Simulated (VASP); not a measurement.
Consider the following.

```xyz
8
Lattice="-3.0096 3.0096 5.8903 3.0096 -3.0096 5.8903 3.0096 3.0096 -5.8903" Properties=species:S:1:pos:R:3 pbc="T T T"
Mg     3.0096     0.0000     2.9452
Mg     0.0000     0.0000     5.8903
Sn     0.0000     0.0000     0.0000
Sn     0.0000     3.0096     2.9452
As     1.5048     1.5141    -1.4726
As    -1.4955     1.5048     7.3629
As     1.5048     1.4955     4.4178
As     4.5051     1.5048     1.4726
```

The numbers are results of LDA (Ceperley-Alder, Perdew-Zunger), VASP's LDA PAW potentials (set 64) (plane waves; VASP), not measurements. Numerical set-up: 400 eV cut-off, Gaussian smearing of 0.050 eV, potentials Mg Sn_d As.

Unless said otherwise, spin-orbit coupling is left out, though it shifts the bands of the heavy elements here.

Task: Estimate the band gap (along the path) with the smallest direct gap where there is one.

Result: 
| Item | Value |
|---|---|
| band gap (along the path) | 0.53 eV |
| smallest direct gap (along the path) | 0.53 eV |

The absolute energy has meaning only against runs of the same code, potentials and settings.

The structure comes from a computed database's MgSnAs2 entry (I-42d); how it stands against other phases isn't given here. It was relaxed first.
